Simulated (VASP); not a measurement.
Method: PBEsol GGA with spin-orbit coupling, VASP's PBE PAW potentials (set 64) (plane waves; VASP).

A VASP calculation is set up with these files.

**KPOINTS_OPT**
```
k-points along high-symmetry lines
8
Line-mode
Reciprocal
  0.000000   0.000000   0.000000 ! GAMMA
  0.500000   0.000000   0.500000 ! X

  0.500000   0.000000   0.500000 ! X
  0.625000   0.250000   0.625000 ! U

  0.375000   0.375000   0.750000 ! K
  0.000000   0.000000   0.000000 ! GAMMA

  0.000000   0.000000   0.000000 ! GAMMA
  0.500000   0.500000   0.500000 ! L

  0.500000   0.500000   0.500000 ! L
  0.500000   0.250000   0.750000 ! W

  0.500000   0.250000   0.750000 ! W
  0.500000   0.000000   0.500000 ! X
```

KPOINTS:
```
Automatic mesh
0
Gamma
11 11 11
0 0 0
```

**INCAR**
```
SYSTEM=Rh
PREC=Accurate; ENCUT=400; LREAL=F
LASPH=T
EDIFF=1E-6; NELM=100; ALGO=Normal
LMAXMIX=4
ISMEAR=0; SIGMA=0.05
GGA=PS; GGA_COMPAT=F
MAGMOM=0 0 0 0 0 0
LSORBIT=T
LWAVE=F; LCHARG=F
```

File POSCAR:
```
Rh
1.0
  0.0000000000   2.7118860284   2.7118860284
  2.7118860284   0.0000000000   2.7118860284
  2.7118860284   2.7118860284   0.0000000000
Rh
2
Cartesian
  4.0678290426   4.0678290426   4.0678290426
  2.7118860284   2.7118860284   2.7118860284
```

POTCAR, in this order: Rh_pv (PBE.64 set). Program: vasp_ncl.

The run wrote:

OUTCAR:
```
 ion  position               nearest neighbor table
   1  0.750  0.750  0.750-   2 2.35   2 2.35   2 2.35   2 2.35
   2  0.500  0.500  0.500-   1 2.35   1 2.35   1 2.35   1 2.35
  LATTYP: Found a face centered cubic cell.
 ALAT       =     5.4237720568
 Subroutine PRICEL returns:
 Original cell was already a primitive cell.
 Subroutine GETGRP returns: Found 48 space group operations
The static configuration has the point symmetry T_d .
 The point group associated with its full space group is O_h .
The dynamic configuration has the point symmetry T_d .
The overall configuration has the point symmetry T_d .
 Subroutine INISYM returns: Found 48 space group operations
 Subroutine IBZKPT returns following result:
 Found     56 irreducible k-points:

 Following reciprocal coordinates:
            Coordinates               Weight
  0.000000  0.000000  0.000000      1.000000
  0.090909  0.000000  0.000000      8.000000
  0.181818  0.000000  0.000000      8.000000
  0.272727  0.000000  0.000000      8.000000
  0.363636  0.000000  0.000000      8.000000
  0.454545  0.000000  0.000000      8.000000
  0.090909  0.090909  0.000000      6.000000
  0.181818  0.090909  0.000000     24.000000
  0.272727  0.090909  0.000000     24.000000
  0.363636  0.090909  0.000000     24.000000
  0.454545  0.090909  0.000000     24.000000
 -0.454545  0.090909  0.000000     24.000000
 -0.363636  0.090909  0.000000     24.000000
 -0.272727  0.090909  0.000000     24.000000
 -0.181818  0.090909  0.000000     24.000000
 -0.090909  0.090909  0.000000     12.000000
  0.181818  0.181818  0.000000      6.000000
  0.272727  0.181818  0.000000     24.000000
  0.363636  0.181818  0.000000     24.000000
  0.454545  0.181818  0.000000     24.000000
 -0.454545  0.181818  0.000000     24.000000
 -0.363636  0.181818  0.000000     24.000000
...
```

File OSZICAR:
```
       N       E                     dE             d eps       ncg     rms          rms(c)
DAV:   1     0.319344009491E+03    0.31934E+03   -0.16798E+04  4688   0.143E+03
DAV:   2    -0.452851984574E+01   -0.32387E+03   -0.31275E+03  4668   0.476E+02
DAV:   3    -0.146326315006E+02   -0.10104E+02   -0.97617E+01  4814   0.907E+01
DAV:   4    -0.147496713795E+02   -0.11704E+00   -0.11686E+00  4772   0.973E+00
DAV:   5    -0.147516421317E+02   -0.19708E-02   -0.19707E-02  4770   0.127E+00    0.120E+01
DAV:   6    -0.140451483273E+02    0.70649E+00   -0.30406E+00  4424   0.170E+01    0.476E+00
DAV:   7    -0.140193760153E+02    0.25772E-01   -0.38116E-02  4508   0.194E+00    0.269E+00
DAV:   8    -0.140083552546E+02    0.11021E-01   -0.64410E-03  4558   0.724E-01    0.963E-01
DAV:   9    -0.140081870547E+02    0.16820E-03   -0.29796E-04  4706   0.152E-01    0.468E-02
DAV:  10    -0.140082075537E+02   -0.20499E-04   -0.49323E-06  4892   0.209E-02    0.210E-02
DAV:  11    -0.140082129043E+02   -0.53506E-05   -0.35854E-06  4018   0.211E-02    0.328E-03
DAV:  12    -0.140082125723E+02    0.33202E-06   -0.14196E-07  2374   0.467E-03
   1 F= -.14008213E+02 E0= -.14005595E+02  d E =-.523524E-02  mag=    -0.0000    -0.0000     0.0000
       N       E                     dE             ncg
```

**OUTCAR**
```
------------------------ aborting loop because EDIFF is reached ----------------------------------------
  FORCE on cell =-STRESS in cart. coord.  units (eV):
  Direction    XX          YY          ZZ          XY          YZ          ZX
  --------------------------------------------------------------------------------------
  Total        0.0440812      0.0440812      0.0440812     -0.0000000     -0.0000000      0.0000000
  in kB        1.7705957      1.7705957      1.7705957     -0.0000000     -0.0000000      0.0000000
  external PRESSURE =       1.7705957 kB  Pullay stress =       0.0000000 kB
  volume of cell :       39.89
      direct lattice vectors                 reciprocal lattice vectors
     0.000000000  2.711886028  2.711886028    -0.184373530  0.184373530  0.184373530
     2.711886028  0.000000000  2.711886028     0.184373530 -0.184373530  0.184373530
     2.711886028  2.711886028  0.000000000     0.184373530  0.184373530 -0.184373530
 POSITION                                       TOTAL-FORCE (eV/Angst)
 -----------------------------------------------------------------------------------
      4.06783      4.06783      4.06783        -0.000000     -0.000000     -0.000000
      2.71189      2.71189      2.71189         0.000000      0.000000      0.000000
 -----------------------------------------------------------------------------------
    total drift:                                0.000000      0.000000      0.000000
  FREE ENERGIE OF THE ION-ELECTRON SYSTEM (eV)
  ---------------------------------------------------
  free  energy   TOTEN  =       -14.0082125723 eV

  energy  without entropy=      -14.0029773286  energy(sigma->0) =      -14.00559495

 Ion:    1  E_soc:     -0.3081125

 Ion:    2  E_soc:     -0.3081125
```
(Selected blocks of OUTCAR.)

The structure was generated: Rh was put into the diamond type (Fd-3m), which need not be its known phase. It was relaxed first, which changed the volume by +13 %.
